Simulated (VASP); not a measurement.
Given:

```
Ca
1.0
    0.00000     2.78630     2.78630
    2.78630     0.00000     2.78630
    2.78630     2.78630     0.00000
Ca
1
Direct
  0.00000   0.00000   0.00000
```

Level of theory: r2SCAN meta-GGA, VASP's PBE PAW potentials (set 64) (plane waves; VASP 6.6.1). Run with 400 eV cut-off, 13×13×13 Γ-centred mesh, tetrahedra with Blöchl corrections, potentials Ca_sv.

**Question.** Give the energies of bands 5 to 8 at the high-symmetry points, in eV from the Fermi level.

**Answer.** 
| band | Γ | X | U | L | W |
|---|---|---|---|---|---|
| 5 | -4.23 | -0.37 | 0.08 | -0.93 | 0.28 |
| 6 | 2.69 | 0.78 | 0.57 | -0.29 | 0.78 |
| 7 | 2.69 | 0.91 | 0.85 | 2.55 | 0.78 |
| 8 | 2.69 | 4.47 | 3.60 | 2.55 | 2.88 |

It has no gap at this level: it comes out as a metal or semimetal.

The compound is Ca in the fcc structure. It was relaxed first.
